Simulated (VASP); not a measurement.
## CaO (Lime): excitons from the Bethe-Salpeter equation

Wanted: the lowest vertical excitons of CaO (Lime) and its absorption. The cell is of the rock-salt type, one of the forms listed for this formula. The start is a cell from a database of measured crystal structures.

Calculated with VASP 6.6.1; PBE; plane waves and PAW (Ca_sv_GW, O_GW), in the first sound run; inputs show where later runs differ.

This is a report of a sequence of runs, with most program output left out.

### 1. Starting point

The structure is cubic, space group Fm-3m (No. 225). The conventional cell has a = 4.813 Å, b = 4.813 Å, c = 4.813 Å, α = 90.00°, β = 90.00°, γ = 90.00°. Ca has 6 O at 2.41 Å nearest. Nearest to O lie 6 Ca at 2.41 Å. Farther neighbours and most contacts between anions are not listed.

Structure file:

```xyz
2
Lattice="0.0000 2.4065 2.4065 2.4065 0.0000 2.4065 2.4065 2.4065 0.0000" Properties=species:S:1:pos:R:3 pbc="T T T"
Ca    0.0000    0.0000    0.0000
O     2.4065    2.4065    2.4065
```

### 2. Ground state

The orbitals come from a self-consistent PBE run with a tight EDIFF and a narrow smearing. KPOINTS_OPT adds the bands along a path, which shows whether the mesh holds the band edges.

File INCAR:

```
SYSTEM = CaO
PREC = Accurate
ENCUT = 440
EDIFF = 1E-08
NELM = 100
ISMEAR = 0
SIGMA = 0.01
LREAL = .FALSE.
ALGO = Normal
GGA = PE
NBANDS = 14
LORBIT = 11
LWAVE = .TRUE.
LCHARG = .FALSE.
KPAR = 8
```

File POSCAR:

```
CaO
1.0
    0.0000000000      2.4065000000      2.4065000000
    2.4065000000      0.0000000000      2.4065000000
    2.4065000000      2.4065000000      0.0000000000
Ca O
1 1
Direct
    0.0000000000      0.0000000000      0.0000000000
    0.5000000000      0.5000000000      0.5000000000
```

File KPOINTS:

```
Automatic mesh
0
Gamma
8 8 8
0 0 0
```

File KPOINTS_OPT:

```
Line mode
12
Line-mode
Reciprocal
  0.00000000   0.00000000   0.00000000 GAMMA
  0.50000000   0.00000000   0.50000000 X

  0.50000000   0.00000000   0.50000000 X
  0.50000000   0.25000000   0.75000000 W

  0.50000000   0.25000000   0.75000000 W
  0.37500000   0.37500000   0.75000000 K

  0.37500000   0.37500000   0.75000000 K
  0.00000000   0.00000000   0.00000000 GAMMA

  0.00000000   0.00000000   0.00000000 GAMMA
  0.50000000   0.50000000   0.50000000 L

  0.50000000   0.50000000   0.50000000 L
  0.62500000   0.25000000   0.62500000 U

  0.62500000   0.25000000   0.62500000 U
  0.50000000   0.25000000   0.75000000 W

  0.50000000   0.25000000   0.75000000 W
  0.50000000   0.50000000   0.50000000 L

  0.50000000   0.50000000   0.50000000 L
  0.37500000   0.37500000   0.75000000 K

  0.62500000   0.25000000   0.62500000 U
  0.50000000   0.00000000   0.50000000 X
```

Potentials, in the order of the species: Ca_sv_GW and O_GW (PBE family, release 64).

Command:

```sh
$ mpirun -np 8 vasp_std
```

It took 7.4 s on 8 MPI ranks of Intel Xeon Platinum 8259CL at 2.50GHz (Skylake/Cascade Lake), shared host; peak memory 1.2 GiB.

This step gave:

* free energy (TOTEN): -17.77 eV
* Fermi energy: 4.639 eV
* pressure: -1.763 GPa
* least gap on mesh and path: 3.654 eV
* least direct gap on mesh and path: 4.034 eV

The highest empty bands on the path are converged less tightly, to about 0.1 eV. The electronic bands at the labelled points (eV, zero at the valence-band top; v1 is the highest filled band, c1 the lowest empty one):

| point | v3 | v2 | v1 | c1 | c2 | c3 | c4 |
| --- | --- | --- | --- | --- | --- | --- | --- |
| Γ | 0.00 | 0.00 | 0.00 | 4.70 | 6.23 | 6.23 | 6.23 |
| 0.45 of the way | -1.58 | -0.27 | -0.27 | 4.89 | 6.38 | 7.81 | 7.81 |
| X | -1.31 | -0.38 | -0.38 | 3.65 | 8.02 | 8.87 | 9.51 |
| 0.45 of the way | -1.27 | -0.78 | -0.62 | 4.35 | 8.23 | 8.45 | 9.31 |
| W | -1.27 | -1.07 | -1.07 | 6.31 | 6.31 | 8.36 | 9.51 |
| 0.45 of the way | -1.30 | -1.17 | -0.89 | 5.52 | 7.24 | 8.42 | 9.37 |
| K | -1.33 | -1.22 | -0.78 | 5.14 | 7.97 | 8.53 | 9.02 |
| 0.45 of the way | -1.91 | -0.99 | -0.64 | 6.18 | 7.17 | 7.36 | 8.15 |
| Γ | 0.00 | 0.00 | 0.00 | 4.70 | 6.23 | 6.23 | 6.23 |
| 0.45 of the way | -1.34 | -0.57 | -0.57 | 6.19 | 6.57 | 7.03 | 7.03 |
| L | -2.61 | -1.18 | -1.18 | 7.04 | 8.34 | 8.34 | 8.45 |
| 0.45 of the way | -2.23 | -1.15 | -1.07 | 6.67 | 7.32 | 8.49 | 9.06 |
| U | -1.33 | -1.22 | -0.78 | 5.14 | 7.97 | 8.53 | 9.02 |
| 0.45 of the way | -1.31 | -1.19 | -0.86 | 5.41 | 7.42 | 8.45 | 9.31 |
| W | -1.27 | -1.07 | -1.07 | 6.31 | 6.31 | 8.36 | 9.51 |
| 0.45 of the way | -1.95 | -1.11 | -1.03 | 6.68 | 6.72 | 8.82 | 8.84 |
| L | -2.61 | -1.18 | -1.18 | 7.04 | 8.34 | 8.34 | 8.45 |
| 0.45 of the way | -2.23 | -1.15 | -1.07 | 6.67 | 7.32 | 8.49 | 9.06 |
| K | -1.33 | -1.22 | -0.78 | 5.14 | 7.97 | 8.53 | 9.02 |
| jump to U | -1.33 | -1.22 | -0.78 | 5.14 | 7.97 | 8.53 | 9.02 |
| 0.45 of the way | -1.29 | -0.75 | -0.52 | 4.16 | 8.24 | 8.83 | 9.17 |
| X | -1.31 | -0.38 | -0.38 | 3.65 | 8.02 | 8.87 | 9.51 |

Of the projections kept (Ca, O), the largest for each band there; the rest of the weight can lie on other orbitals:

| point | v3 | v2 | v1 | c1 | c2 | c3 | c4 |
| --- | --- | --- | --- | --- | --- | --- | --- |
| Γ | O 0.99 | O 0.99 | O 0.99 | Ca 0.78 | Ca 1.00 | Ca 1.00 | Ca 1.00 |
| X | O 0.88 | O 0.96 | O 0.96 | Ca 1.00 | Ca 0.89 | Ca 1.00 | Ca 1.00 |
| W | O 0.82 | O 0.88 | O 0.88 | Ca 0.82 | Ca 0.82 | Ca 0.92 | Ca 1.00 |
| K | O 0.82 | O 0.87 | O 0.89 | Ca 0.86 | Ca 0.81 | Ca 0.89 | Ca 1.00 |
| Γ | O 0.99 | O 0.99 | O 0.99 | Ca 0.78 | Ca 1.00 | Ca 1.00 | Ca 1.00 |
| L | O 0.67 | O 0.83 | O 0.83 | Ca 0.68 | Ca 0.93 | Ca 0.93 | Ca 0.64 |

The cell has a gap of 3.65 eV on mesh and path.

### 3. Empty bands

ALGO = Exact makes the empty bands from the converged ground state in one step. LOPTICS writes the k-derivatives of the orbitals (WAVEDER), which give the long-wavelength limit of the screening.

File INCAR:

```
SYSTEM = CaO
PREC = Accurate
ENCUT = 440
ISMEAR = 0
SIGMA = 0.01
LREAL = .FALSE.
GGA = PE
NBANDS = 64
ALGO = Exact
NELM = 1
LWAVE = .TRUE.
LCHARG = .FALSE.
LOPTICS = .TRUE.
NEDOS = 1000
CSHIFT = 0.1
```

POSCAR is that of step 2.

KPOINTS is that of step 2.

Command:

```sh
$ mpirun -np 8 vasp_std
```

Run time: 6.8 s. Hardware: 8 MPI ranks; peak memory 1.1 GiB.

The gap is read on the k-mesh alone, so it is an upper bound where the band edges lie off the mesh.

Numbers from this step:

```yaml
gap_on_the_k_mesh: 3.654 eV
least_direct_gap_on_the_k_mesh: 4.034 eV
```

WAVECAR now holds 64 bands for 16 electrons. Its independent-particle dielectric tensor has xx, yy, zz = 3.9, 3.9, 3.9 on this mesh, which isn't tested for convergence in mesh or bands and lacks local fields.

### 4. G0W0

This step: G0W0 on PBE; plane waves and PAW (Ca_sv_GW, O_GW) (VASP 6.6.1).

One pass of GW corrects the levels to first order, with G and W from the starting orbitals. LWAVE keeps the quasiparticle levels in WAVECAR, and the W files hold the screened interaction for the next step.

File INCAR:

```
SYSTEM = CaO
PREC = Accurate
ENCUT = 440
ISMEAR = 0
SIGMA = 0.01
LREAL = .FALSE.
GGA = PE
NBANDS = 64
ALGO = EVGW0
NELMGW = 1
ENCUTGW = 100
NOMEGA = 48
PRECFOCK = Fast
NBANDSGW = 16
LWAVE = .TRUE.
LCHARG = .FALSE.
```

POSCAR is that of step 3.

KPOINTS is that of step 3.

Command:

```sh
$ mpirun -np 8 vasp_std
```

The job ended after 2.8 min (8 MPI ranks; peak memory 2.2 GiB; 18 min of CPU time).

Numbers from this step:

```
quasiparticle gap on the mesh                 : 5.76 eV
smallest direct quasiparticle gap on the mesh : 6.096 eV
gap of the starting orbitals on the mesh      : 3.654 eV
```

GW takes the gap from 3.654 to 5.760 eV. The value holds for 64 bands, ENCUTGW = 100 eV and this mesh, and isn't shown to be converged in them.

### 5. BSE, Tamm-Dancoff

This step: BSE on G0W0 on PBE; plane waves and PAW (Ca_sv_GW, O_GW) (VASP 6.6.1).

The Bethe-Salpeter equation adds the screened attraction of electron and hole to the quasiparticle pairs; ANTIRES = 0 leaves out the coupling to antiresonant pairs.

File INCAR:

```
SYSTEM = CaO
PREC = Accurate
ENCUT = 440
ISMEAR = 0
SIGMA = 0.01
LREAL = .FALSE.
GGA = PE
NBANDS = 64
ALGO = BSE
NBANDSO = 3
NBANDSV = 4
OMEGAMAX = 25
NEDOS = 1000
CSHIFT = 0.1
PRECFOCK = Fast
LWAVE = .FALSE.
LCHARG = .FALSE.
ENCUTGW = 100
ANTIRES = 0
```

POSCAR is that of step 4.

KPOINTS is that of step 4.

Command:

```sh
$ mpirun -np 8 vasp_std
```

Wall time 2 min (8 MPI ranks); peak memory 4.2 GiB.

This step gave:

```yaml
lowest_excitation: 5.584 eV
direct_gap_less_the_lowest_excitation: 0.5118 eV
```

The imaginary dielectric function, xx has structure finer than the step of the table below, so its rows give means over 1 eV, whole bins alone (the curve runs from 0 to 25 eV). Peaks (eV: height): 5.7: 5.89, 6.0: 5.25, 6.3: 8.68, 6.8: 3.70, 7.6: 5.65, 9.1: 4.96, 11.7: 3.24.

From 3 filled and 4 empty bands alone, without any pair above OMEGAMAX = 25 eV, so strength is missing wherever others contribute; lines are broadened by CSHIFT, which also makes the tail under the first line. Table of imaginary dielectric function, xx by photon energy; means over each step:

| photon energy (eV) | imaginary dielectric function, xx |
| --- | --- |
| 1 | 0.00671 |
| 2 | 0.0156 |
| 3 | 0.0311 |
| 4 | 0.0712 |
| 5 | 0.493 |
| 6 | 4.86 |
| 7 | 2.59 |
| 8 | 3.39 |
| 9 | 2.70 |
| 10 | 1.99 |
| 11 | 2.00 |
| 12 | 2.12 |
| 13 | 0.671 |
| 14 | 0.145 |
| 15 | 0.0293 |
| 16 | 0.0168 |
| 17 | 0.0114 |
| 18 | 0.00833 |
| 19 | 0.00637 |
| 20 | 0.00505 |
| 21 | 0.00407 |
| 22 | 0.00337 |
| 23 | 0.00283 |
| 24 | 0.00239 |

Some of the lowest 40 states alone, with states under 2.5 meV apart joined, scaled to the strongest line shown. Exciton lines, with heights relative to the strongest:

| position (eV) | lines merged | oscillator strength |
| --- | --- | --- |
| 5.584 | 3 | 28 |
| 5.677 | 3 | 0.0 |
| 5.682 | 3 | 59 |
| 6.003 | 3 | 0.0 |
| 6.007 | 3 | 55 |
| 6.064 | 3 | 0.0 |
| 6.067 | 3 | 0.0 |
| 6.328 | 3 | 100 |
| 6.333 | 3 | 0.0 |
| 6.369 | 3 | 20 |
| 6.415 | 3 | 0.0 |
| 6.422 | 2 | 0.0 |
| 6.428 | 1 | 0.0 |

The lowest excitation lies at 5.584 eV, -512 meV against the direct gap of these orbitals. No second mesh in this session tests these energies, peaks and heights.

### 6. Independent quasiparticles

This step: BSE on G0W0 on PBE, independent quasiparticles; plane waves and PAW (Ca_sv_GW, O_GW) (VASP 6.6.1).

With LADDER and LHARTREE off the pairs don't interact at all, so the lowest line must equal the direct gap.

Edit INCAR of step 5 so:

```diff
@@ -19 +19,3 @@
 ANTIRES = 0
+LADDER = .FALSE.
+LHARTREE = .FALSE.
```

POSCAR is that of step 5.

KPOINTS is that of step 5.

Command:

```sh
$ mpirun -np 8 vasp_std
```

It took 67 s on 8 MPI ranks; peak memory 4 GiB.

This step gave:

| Property | Result |
| --- | --- |
| lowest excitation | 6.096 eV |

The imaginary dielectric function, xx has structure finer than the step of the table below, so its rows give means over 0.5 eV, whole bins alone (the curve runs from 0 to 25 eV). Peaks (eV: height): 7.13: 3.61, 7.51: 2.87, 8.63: 4.35, 11.21: 3.54, 13.01: 4.72.

From 3 filled and 4 empty bands alone, without any pair above OMEGAMAX = 25 eV, so strength is missing wherever others contribute; lines are broadened by CSHIFT, which also makes the tail under the first line. Table of imaginary dielectric function, xx by photon energy; means over each step:

photon energy (eV), imaginary dielectric function, xx and a bar:
```
      0.5       0.00 
      1.0       0.00 
      1.5       0.01 
      2.0       0.01 
      2.5       0.01 
      3.0       0.01 
      3.5       0.02 
      4.0       0.02 
      4.5       0.03 
      5.0       0.05 
      5.5       0.08 #
      6.0       0.44 ###
      6.5       0.86 ######
      7.0       2.40 #################
      7.5       2.33 ################
      8.0       1.89 #############
      8.5       3.48 ########################
      9.0       2.65 ###################
      9.5       2.61 ##################
     10.0       3.00 #####################
     10.5       3.19 ######################
     11.0       3.14 ######################
     11.5       2.38 #################
     12.0       2.20 ###############
     12.5       2.73 ###################
     13.0       4.29 ##############################
     13.5       2.35 ################
     14.0       1.23 #########
     14.5       0.65 #####
     15.0       0.13 #
     15.5       0.06 
     16.0       0.04 
     16.5       0.03 
     17.0       0.02 
     17.5       0.02 
     18.0       0.01 
     18.5       0.01 
     19.0       0.01 
     19.5       0.01 
     20.0       0.01 
     20.5       0.01 
     21.0       0.01 
     21.5       0.01 
     22.0       0.01 
     22.5       0.00 
     23.0       0.00 
     23.5       0.00 
     24.0       0.00 
     24.5       0.00
```

The lowest excitation lies at 6.096 eV, +512 meV against the Tamm-Dancoff singlet. No second mesh in this session tests these energies, peaks and heights.

### 7. Summary

This step: BSE on G0W0 on PBE; plane waves and PAW (VASP 6.6.1).

No new run; the numbers come from the runs before.

Cost is wall time times ranks on a shared host, for this step alone, without the steps before it. Excitations by level:

| level | first excitation (eV) | cost (core minutes) |
| --- | --- | --- |
| BSE, Tamm-Dancoff | 5.584 | 15.87 |
| independent quasiparticles | 6.096 | 8.93 |

### 8. Outcome

| Quantity | Value |
| --- | --- |
| BSE, Tamm-Dancoff | lowest vertical excitation 5.584 eV; direct gap 6.096 eV |
| independent quasiparticles | lowest vertical excitation 6.096 eV; direct gap 6.096 eV |

**Reading.** The Bethe-Salpeter equation puts the lowest vertical singlet excitation at 5.584 eV, 0.51 eV below the direct gap of 6.096 eV; the states within 10 meV of it carry 28 % of the strength of the strongest such group among the lowest 40 states. Attraction and local fields together move the centre of weight of eps2 xx over the computed range by -1.91 eV against the run of independent quasiparticles. The spectra were run on one mesh, so the distance from the gap isn't shown to be converged; coarse meshes tend to overstate it. Bands, response cutoff and mesh of the GW step weren't tested in this session. Only vertical pairs enter; the least gap on the mesh is indirect, 5.760 eV, and its phonon-assisted absorption is absent. Only the bands set by NBANDSO and NBANDSV form pairs, and any pair above OMEGAMAX = 25 eV is dropped, so the spectrum is that of this window; the window can cut degenerate bands. Not tabulated here, as repeats of values shown or as unfit to read for their mesh, reference level or band range: eps2 curves (empty bands); eps1 curves and static values (BSE, empty bands, independent quasiparticles); line lists of runs without attraction (independent quasiparticles).

[Lines on the potential files, build, host, timing and source positions are cut from VASP's logs without a mark.]

[Logs are printed without paths, hosts, clocks, repeated set-up lines and the standing remarks that a program may print on its own settings, such as how far it seeks lower states.]

[Hosts, paths, dates, database ids (printed as entryN), source tags and the programs' standing remarks are cut or masked in the printed files.]

[Pressures printed for these runs are not shown converged in the cutoff: they can be off by several GPa and have the wrong sign.]
